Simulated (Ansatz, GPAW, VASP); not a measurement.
## Code comparison for WS2 (R3m, 3 atoms in the cell)

Self-consistent single point, at a second geometry (lattice scaled by 0.98). First geometry:

```yaml
crystal:
  lattice:
    - [1.59244, 0.91939, 6.48980]
    - [-1.59244, 0.91939, 6.48980]
    - [0.00000, -1.83879, 6.48980]
  atoms:
    - { symbol: W, position: [0.00067, 0.00067, 0.00067] }
    - { symbol: S, position: [0.41411, 0.41411, 0.41411] }
    - { symbol: S, position: [0.25392, 0.25392, 0.25392] }
```

Shared settings, as Ansatz (a program for electronic structure) writes them: kpoints.mp_grid.grid = 8 8 8; scf.occupations.method = fixed. Potentials and cutoffs stand in the table.

| code | model | ΔF from the first geometry (meV/atom) | pressure (GPa) | largest force (eV/Å) | cutoff |
|---|---|---|---|---|---|
| VASP | PBEsol, VASP's PBE PAW potentials (set 64) | 15.2 | 6.91 | 1.085 | 300 eV |
| GPAW | PBEsol, GPAW PAW datasets PBEsol (made by gpaw-setup) | 13.7 | 7.25 | 1.062 | 550 eV |
| Ansatz | PBEsol, default PAW files made with PBE | 13.6 | 7.30 | 1.054 | 420 eV |

For VASP (by 0.6 GPa) the energy change implies a higher mean pressure, against the two pressures, than for the other programs: a sign of finite-basis (Pulay) stress.

Size of the force on each atom (eV/Å): Sizes of forces hide their directions.

```json
[
 {"code": "VASP", "W1": "0.006", "S2": "1.079", "S3": "1.085"},
 {"code": "GPAW", "W1": "0.006", "S2": "1.056", "S3": "1.062"},
 {"code": "Ansatz", "W1": "0.006", "S2": "1.049", "S3": "1.054"}
]
```

On Ansatz's run: spin-orbit coupling is off. Spin polarisation is off.

The spread over the programs that give each value: ΔF from the first geometry within 1.6 meV/atom; pressure within 0.39 GPa; largest force within 0.031 eV/Å.

Ansatz's pressure is given at a fixed set of plane waves, as the other plane-wave codes print theirs.

This mesh misses zone-boundary points where a band edge of such crystals can lie, so no gaps are given.

VASP's run is marked for a possible Pulay error in its stress at this cutoff; no cutoff test was made.

VASP ran the fixed occupations as a Gaussian smearing of 0.01 eV.

The starting cell comes from a database of computed structures (which also holds hypothetical and non-ambient phases and stackings), without a prior relaxation at this level. For this run, on top of that: lattice scaled by 0.98.

Left out of this page: Quantum ESPRESSO, ABINIT, CP2K, FLEUR and SIESTA (not drawn, or without a comparable value).

Keys are those of Ansatz 0.2.
